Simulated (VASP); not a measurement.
A VASP calculation is set up with these files.

### KPOINTS
```
Regular mesh
0
Gamma
 10 10 10
0 0 0
```

INCAR:
```
ALGO=Normal
EDIFF=1E-7
ENCUT=480
ISIF=2
ISMEAR=1
LASPH=.True.
LCHARG=.False.
LMAXMIX=4
LMIXTAU=.True.
LREAL=.False.
LWAVE=.False.
METAGGA=R2SCAN
NELM=100
PREC=Accurate
SIGMA=0.1
SYSTEM=PdIn
```

POSCAR:
```
PdIn
3.3042610
  0.9999998741   0.0000000000   0.0000000000
  0.0000000000   0.9900988853   0.0000000000
  0.0000000000   0.0000000000   0.9999998741
In Pd
1 1
direct
  0.5000000000   0.5000000000   0.5000000000
  0.0000000000   0.0000000000   0.0000000000
```

POTCAR, in this order: In_d Pd (PBE.64 set). Program: vasp_std.

Q: Translate this r2SCAN calculation to Ansatz.

A: One equivalent input (not run):
Ansatz 0.2 input:
```yaml
crystal:
  lattice:
    - [3.3042606, 0.0000000, 0.0000000]
    - [0.0000000, 3.2715451, 0.0000000]
    - [0.0000000, 0.0000000, 3.3042606]
  atoms:
    - { symbol: In, position: [0.5000000, 0.5000000, 0.5000000] }
    - { symbol: Pd, position: [0.0000000, 0.0000000, 0.0000000] }
kpoints:
  mp_grid: { grid: [10, 10, 10] }
hamiltonian:
  xc: r2scan
  pseudopotentials: { kind: paw }
scf:
  occupations: { method: methfessel_paxton, width: 0.1 }
  max_iter: 100
output: { forces: true, stress: true, eigenvalues: true }
```
The two are equivalent in intent, not identical: each code has its own PAW files, so the cut-off isn't converted (ENCUT is set for VASP's; basis.ecutwfc is left out, and Ansatz then takes the one that its files recommend); Ansatz stops its SCF on the density residual and VASP on the energy change (EDIFF).

The compound is PdIn in the CsCl type structure. This cell was strained or had an atom moved on purpose.
